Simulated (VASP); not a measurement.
**Cd2SrAs2 (space group P-3m1): computed properties**

Level of theory: LDA (Ceperley-Alder, Perdew-Zunger), VASP's LDA PAW potentials (set 64) (plane waves; VASP 6.6.1).

- space group: P-3m1 (164)
- cell: a = b = 4.388 Å, c = 7.214 Å, α = β = 90.00°, γ = 120.00°
- volume per atom: 24.05 Å^3/atom
- band gap (over mesh and band path): 0.24 eV
- smallest direct gap (over mesh and band path): 0.24 eV
- band-edge character: direct, Γ to Γ
- density: 6.38 g/cm³

Space group P-3m1 (No. 164); a = 4.388 Å, b = 4.388 Å, c = 7.214 Å, α = 90.00°, β = 90.00°, γ = 120.00°

| atom | site | symmetry | x | y | z |
|---|---|---|---|---|---|
| Sr | 1a | -3m. | 0.0000 | 0.0000 | 0.0000 |
| Cd | 2d | 3m. | 0.6667 | 0.3333 | 0.3680 |
| As | 2d | 3m. | 0.3333 | 0.6667 | 0.2468 |

The structure comes from a computed database's Cd2SrAs2 entry (P-3m1); how it stands against other phases isn't given here. It was relaxed first, which changed the volume by -7 %. Symmetry was kept, so distortions that lower it aren't found.
